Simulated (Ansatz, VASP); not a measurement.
# MoS2: VASP beside Ansatz, part 2 of 2

Wanted: the spread between two codes on one cell, functional and k mesh. The cell is taken from a series of runs on this material, whose earlier steps may have relaxed, scaled, displaced or heated it; both programs get it as it stands.

VASP 6.6.1 and Ansatz 0.2.0.

So far. Step 4 (Side by side): The largest component of a force difference here is 5 meV/Å. A gap on the mesh is an upper bound, since the band edges may lie between its points.

## (5) Ansatz: single point, PBEsol, spin-orbit coupling

Level of this step: Ansatz beside VASP: Kohn-Sham DFT, plane waves, PBEsol, spin-orbit coupling (Ansatz).

A single point takes one fixed geometry, so differences don't come from the geometry; what else differs is listed under the comparison.

The cell is taken from a series of runs on this material, whose earlier steps may have relaxed, scaled, displaced or heated it; both programs get it as it stands.

input.yaml reads:

```yaml
crystal:
  lattice:
    - [3.1090582659, 0.0, 0.0]
    - [-1.5545291329, 2.6925234401, 0.0]
    - [0.0, 0.0, 11.7111663891]
  atoms:
    - { symbol: Mo, position: [0.3333333333, 0.6666666667, 0.25] }
    - { symbol: S, position: [0.6666666667, 0.3333333333, 0.3834849812] }
    - { symbol: S, position: [0.6666666667, 0.3333333333, 0.1165150188] }
    - { symbol: Mo, position: [0.6666666667, 0.3333333333, 0.75] }
    - { symbol: S, position: [0.3333333333, 0.6666666667, 0.8834849812] }
    - { symbol: S, position: [0.3333333333, 0.6666666667, 0.6165150188] }
kpoints:
  mp_grid: { grid: [12, 12, 2] }
  band_path:
    path:
      - [0.0, 0.0, 0.0]
      - [0.5, 0.0, 0.0]
      - [0.33333333, 0.33333333, 0.0]
      - [0.0, 0.0, 0.5]
      - [0.5, 0.0, 0.5]
      - [0.33333333, 0.33333333, 0.5]
      - [0.1666666667, 0.1666666667, 0.0]
    npoints: 1
hamiltonian:
  xc: pbesol
  pseudopotentials: { kind: paw_fr, azcp: { folder: soft_1 }, xc_functional: pbe }
scf:
  occupations: { method: fermi_dirac, width: 0.02 }
  n_extra_bands: 12
magnetization:
  noncollinear: true
  spin_orbit: true
output:
  eigenvalues: true
  forces: true
  stress: true
```

The run is started by

```
$ ansatz run input.yaml --threads 2 --pin off --max-ram 92160MiB --backend cuda --events-out ev --progress --plain --runs-dir out --devices 1 --max-vram 13GiB
```

Numbers of over 12 decimals in the logs are rounded to 6 here.

What it wrote:

```text
[...]
GPUs: using 1 of 1 available (devices: 1).
[...]
non-collinear run that drives no moment, with spin-orbit: no starting moment large enough to seed its density (crystal.atoms[].spin), no starting occupations that ask for one, no magnetisation constraint and no magnetic field, so the semilocal B_xc is pinned to zero
[...]
k-point 1: bands = [... 48 lower, 12.2308, 12.2308, 12.2308, 12.2308, 14.4800, 14.4800, 14.4800, 14.4800, ... 8 higher]
  k-point 2: bands = [... 48 lower, 11.5916, 11.5916, 12.2107, 12.2107, 14.4061, 14.4061, 14.4410, 14.4410, ... 8 higher]
  k-point 37: bands = [... 48 lower, 11.4909, 11.4909, 11.6297, 11.6297, 13.5326, 13.5326, 13.5347, 13.5347, ... 8 higher]
[key lines of the parts left out:]
SCF converged after 8 iterations
Magnetization: |M| = 0.0000 μB,  M = (+0.0000, +0.0000, +0.0000) μB
Free energy (F): -13342.617765 eV
Fermi energy:    12.744610 eV
P = ⅓ Tr σ = 4.0872 GPa (40.872 kbar)
```

## (6) VASP: single point, PBEsol, spin-orbit coupling

The same cell, functional, mesh and smearing now go to VASP, with its own data sets.

INCAR reads:

```
SYSTEM = MoS2
PREC = Accurate
ENCUT = 500
EDIFF = 1E-06
NELM = 200
ISMEAR = -1
SIGMA = 0.02
LREAL = .FALSE.
ALGO = Normal
GGA = PS
LNONCOLLINEAR = .TRUE.
MAGMOM = 0 0 0 0 0 0 0 0 0 0 0 0 0 0 0 0 0 0
NBANDS = 64
GGA_COMPAT = .FALSE.
LASPH = .TRUE.
LSORBIT = .TRUE.
LMAXMIX = 4
LORBIT = 11
LWAVE = .FALSE.
LCHARG = .FALSE.
ISIF = 2
EFERMI = MIDGAP
KPAR = 2
```

POSCAR reads:

```
MoS2
1.0
    3.1090582659      0.0000000000      0.0000000000
   -1.5545291329      2.6925234401      0.0000000000
    0.0000000000      0.0000000000     11.7111663891
Mo S
2 4
Direct
    0.3333333334      0.6666666668      0.2500000000
    0.6666666668      0.3333333334      0.7500000000
    0.6666666668      0.3333333334      0.3834849812
    0.6666666668      0.3333333334      0.1165150188
    0.3333333334      0.6666666668      0.8834849812
    0.3333333334      0.6666666668      0.6165150188
```

KPOINTS reads:

```
Automatic mesh
0
Gamma
12 12 2
0 0 0
```

PAW data sets: Mo_sv and S (PBE family, release 64).

The run is started by

```
$ mpirun -np 2 vasp_ncl
```

What it wrote:

```text
[banner, memory and clock lines left out]
running    2 mpi-ranks, on    1 nodes
[...]
[... a notice as in an earlier step ...]

 LDA part: xc-table for (Slater+PW92), standard interpolation
 POSCAR, INCAR and KPOINTS ok, starting setup
[...]
entering main loop
       N       E                     dE             d eps       ncg     rms          rms(c)
DAV:   1     0.474016502169E+03    0.47402E+03   -0.28743E+04  5312   0.152E+03
DAV:   2    -0.200942172385E+02   -0.49411E+03   -0.47957E+03  5784   0.403E+02
DAV:   3    -0.489913012503E+02   -0.28897E+02   -0.28427E+02  6120   0.873E+01
DAV:   4    -0.497454458991E+02   -0.75414E+00   -0.74946E+00  5992   0.134E+01
[...]
DAV:  13    -0.470010259714E+02    0.20590E-04   -0.68337E-05  5896   0.428E-02    0.553E-02
DAV:  14    -0.470010252060E+02    0.76535E-06   -0.32802E-05  5984   0.284E-02    0.251E-02
DAV:  15    -0.470010256364E+02   -0.43042E-06   -0.25560E-06  5136   0.937E-03
   1 F= -.47001026E+02 E0= -.47001026E+02  d E =-.851259E-08  mag=    -0.0000     0.0000    -0.0000
```

From OUTCAR (step 6):

```text
  Total        2.4607387      2.4607387      2.5382825      0.0000000     -0.0000000      0.0000000
  in kB       40.2149541     40.2149541     41.4822233      0.0000000     -0.0000000      0.0000000
  external PRESSURE =      40.6373771 kB  Pullay stress =       0.0000000 kB

 POSITION                                       TOTAL-FORCE (eV/Angst)
 -----------------------------------------------------------------------------------
      0.00000      1.79502      2.92779        -0.000000      0.000000     -0.000000
      1.55453      0.89751      8.78337         0.000000     -0.000000     -0.000000
      1.55453      0.89751      4.49106         0.000000      0.000000     -0.017257
      1.55453      0.89751      1.36453        -0.000000      0.000000      0.017257
      0.00000      1.79502     10.34664         0.000000     -0.000000     -0.017257
      0.00000      1.79502      7.22011        -0.000000     -0.000000      0.017257
 -----------------------------------------------------------------------------------
    total drift:                               -0.000000     -0.000001     -0.000000

  FREE ENERGIE OF THE ION-ELECTRON SYSTEM (eV)
  ---------------------------------------------------
  free  energy   TOTEN  =       -47.0010256364 eV

  energy  without entropy=      -47.0010256279  energy(sigma->0) =      -47.00102563

 magnetization (x)
# of ion       s       p       d       tot
------------------------------------------
    1        0.000  -0.000   0.000   0.000
    2        0.000  -0.000   0.000   0.000
    3       -0.000   0.000   0.000   0.000
    4        0.000  -0.000   0.000  -0.000
    5       -0.000  -0.000   0.000  -0.000
    6        0.000   0.000   0.000   0.000
--------------------------------------------------
tot         -0.000  -0.000   0.000  -0.000

 magnetization (y)
# of ion       s       p       d       tot
------------------------------------------
    1       -0.000   0.000   0.000   0.000
    2        0.000  -0.000  -0.000  -0.000
    3        0.000   0.000   0.000   0.000
    4       -0.000   0.000   0.000  -0.000
    5        0.000   0.000   0.000   0.000
    6       -0.000   0.000   0.000  -0.000
--------------------------------------------------
tot          0.000  -0.000  -0.000   0.000

 magnetization (z)
# of ion       s       p       d       tot
------------------------------------------
    1        0.000   0.000   0.000   0.000
    2        0.000   0.000   0.000   0.000
    3        0.000   0.000   0.000   0.000
    4        0.000   0.000   0.000   0.000
    5        0.000   0.000   0.000   0.000
    6        0.000   0.000   0.000   0.000
--------------------------------------------------
tot          0.000   0.000   0.000   0.000

[... 1 part as in an earlier step ...]

[... 2 further parts left out ...]
[key lines of the parts left out:]
E-fermi :   9.0316
```

The run ends at a pressure of 4.06 GPa, with forces up to 0.017 eV/Å.

## (7) Differences

What differs besides the data sets and the points named for the pairs above, as far as they apply: spin-orbit coupling enters by fully relativistic files in Ansatz and inside the spheres in VASP. Total energies have different zeros and are not compared.

The two programs side by side:

```csv
quantity,Ansatz,VASP,difference
pressure (GPa),4.09,4.06,+0.02
gap on the k mesh (eV),0.541,0.560,-0.019
```

The largest component of a force difference here is 3 meV/Å. A gap on the mesh is an upper bound, since the band edges may lie between its points.

## (8) Outcome

| Property | Result |
| --- | --- |
| difference in gap on the k mesh (single point, PBEsol) | -0.019 eV |
| difference in gap on the k mesh (single point, PBEsol, spin-orbit coupling) | -0.019 eV |

The difference in gap on the k mesh is -0.019 eV (single point, PBEsol, spin-orbit coupling), within the 0.08 eV picked in this series as the mark of a large difference. Such differences can come from data sets, numerical settings and the points named under the comparisons, not from the functional's error against experiment.

[Lines on the potential files, build, host, timing and source positions are cut from VASP's logs without a mark.]

[Logs are printed without paths, hosts, clocks, repeated set-up lines and the standing remarks that a program may print on its own settings, such as how far it seeks lower states.]

[Hosts, paths, dates, database ids (printed as entryN), source tags and the programs' standing remarks are cut or masked in the printed files.]
